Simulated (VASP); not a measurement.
Data:

```xyz
1
Lattice="-2.0970 2.0970 2.0970 2.0970 -2.0970 2.0970 2.0970 2.0970 -2.0970" Properties=species:S:1:pos:R:3 pbc="T T T"
Na     0.0000     0.0000     0.0000
```

All values below come from revTPSS meta-GGA, VASP's PBE PAW potentials (set 64) (plane waves; VASP). Settings: 520 eV cut-off, 14×14×14 Γ-centred mesh, tetrahedra with Blöchl corrections, potentials Na_pv.

### Question
Estimate the energy per atom (σ→0), band gap (over mesh and band path) with the smallest direct gap where there is one.

### Answer

band gap (over mesh and band path): none (metal, semimetal or under 0.01 eV)
energy per atom (σ→0): -2.842 eV/atom

Only differences to runs with the same potentials and settings are physical.

The compound is Na in the bcc structure. It was relaxed first.
